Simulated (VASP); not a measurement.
An input for Ansatz (written as the equivalent of a VASP run, and not itself run):

Ansatz 0.2 input:
```yaml
crystal:
  lattice:
    - [4.0569300, 0.0000000, 0.0000000]
    - [0.0000000, 4.0569300, 0.0000000]
    - [0.0000000, 0.0000000, 4.0569300]
  atoms:
    - { symbol: Rb, position: [0.0000000, 0.0000000, 0.0000000] }
    - { symbol: Mg, position: [0.5000000, 0.5000000, 0.5000000] }
    - { symbol: F, position: [0.0000000, 0.5000000, 0.5000000] }
    - { symbol: F, position: [0.5000000, 0.0000000, 0.5000000] }
    - { symbol: F, position: [0.5000000, 0.5000000, 0.0000000] }
kpoints:
  mp_grid: { grid: [6, 6, 6] }
hamiltonian:
  xc: pbesol
  pseudopotentials: { kind: paw }
scf:
  occupations: { method: tetrahedron }
  max_iter: 100
output: { forces: true, stress: true, eigenvalues: true }
```

Q: Write the VASP files for the same calculation (PBEsol).

A: One answer among several that fit: 
**POSCAR**
```
RbMgF3
8.113860
  0.5000000000   0.0000000000   0.0000000000
  0.0000000000   0.5000000000   0.0000000000
  0.0000000000   0.0000000000   0.5000000000
Rb Mg F
1 1 3
Cart
  0.0000000000   0.0000000000   0.0000000000
  0.2500000000   0.2500000000   0.2500000000
  0.0000000000   0.2500000000   0.2500000000
  0.2500000000   0.0000000000   0.2500000000
  0.2500000000   0.2500000000   0.0000000000
```

### INCAR
```
SYSTEM = RbMgF3
PREC = Accurate; ENCUT = 520; LREAL = .FALSE.
LASPH = .TRUE.
EDIFF = 1E-7; NELM = 100; ALGO = Normal
LMAXMIX = 4
ISMEAR = -5
GGA = PS
ISIF = 2
LWAVE = .FALSE.; LCHARG = .TRUE.; LORBIT = 11
NEDOS = 601
LEFG = .TRUE.
```

### KPOINTS
```
Automatic mesh
0
Gamma
6 6 6
0 0 0
```

POTCAR, in this order: Rb_sv Mg F (PBE.64 set). Program: vasp_std.

The two are equivalent in intent, not identical: each code has its own PAW files, so the cut-off isn't converted (ENCUT is set for VASP's; basis.ecutwfc is left out, and Ansatz then takes the one that its files recommend); Ansatz stops its SCF on the density residual and VASP on the energy change (EDIFF); the field gradients of LEFG aren't asked of the other code.

The structure comes from a computed database's RbMgF3 entry (Pm-3m); how it stands against other phases isn't given here. The cell was not relaxed at this level.
